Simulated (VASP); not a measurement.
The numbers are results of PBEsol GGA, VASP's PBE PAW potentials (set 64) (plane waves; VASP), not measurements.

A VASP calculation is set up with these files.

POSCAR:
```
Be2Zn2Se4
1
   -0.0000000000     2.7018485440     2.7018485440
    2.7018485440    -0.0000000000     2.7018485440
   10.8192094801    10.8192094801    -0.0118153040
Zn Se Be
2 4 2
Direct
  0.0142973113   0.0142973113   0.9892770165
  0.9898623875   0.9898623875   0.2576032094
  0.2478670824   0.2478670824   0.0640996882
  0.2243165078   0.2243165078   0.3317626191
  0.2496702038   0.2496702038   0.5627473471
  0.2738318090   0.2738318090   0.7946261433
  0.9883938776   0.9883938776   0.5087045918
  0.0117608206   0.0117608206   0.7411793846
```

### INCAR
```
# general
SYSTEM  = Be2Zn2Se4
PREC    = Accurate
ENCUT   = 400
LREAL   = .FALSE.
LASPH   = .TRUE.

# electronic loop
EDIFF   = 1E-6
NELM    = 100
ALGO    = Normal
LMAXMIX = 4

# smearing
ISMEAR  = 0
SIGMA   = 0.05

# functional
GGA     = PS

# ions
IBRION  = 2
NSW     = 60
ISIF    = 3
EDIFFG  = -0.02

# output
LWAVE   = .FALSE.
LCHARG  = .FALSE.
```

### KPOINTS
```
Automatic mesh
0
Gamma
6 6 2
0 0 0
```

POTCAR, in this order: Zn Se Be (PBE.64 set). Program: vasp_std.

Problem. Estimate the energy per atom (σ→0), volume per atom, band gap (on the k-mesh).

Solution. 
- energy per atom (σ→0): -4.013 eV/atom
- band gap (on the k-mesh): 2.12 eV
- volume per atom: 19.64 Å^3/atom

OSZICAR:
```
...
   4 F= -.32101615E+02 E0= -.32101615E+02  d E =-.142618E-02
       N       E                     dE             d eps       ncg     rms          rms(c)
DAV:   1    -0.321019074511E+02   -0.29178E-03   -0.15782E-02  1392   0.721E-01    0.719E-02
DAV:   2    -0.321018144026E+02    0.93048E-04   -0.30141E-04  1818   0.228E-01    0.429E-02
DAV:   3    -0.321017658335E+02    0.48569E-04   -0.75390E-05  1662   0.869E-02    0.122E-02
DAV:   4    -0.321017652290E+02    0.60456E-06   -0.26821E-05  1676   0.342E-02    0.628E-03
DAV:   5    -0.321017652180E+02    0.10920E-07   -0.24092E-06  1214   0.187E-02
   5 F= -.32101765E+02 E0= -.32101765E+02  d E =-.150431E-03
```

The structure was generated: Be2Zn2Se4 was put into an ordered model structure (R3m), which need not be its known phase. This run relaxes it. Symmetry was kept, so distortions that lower it aren't found. The start is the result of an earlier pass.
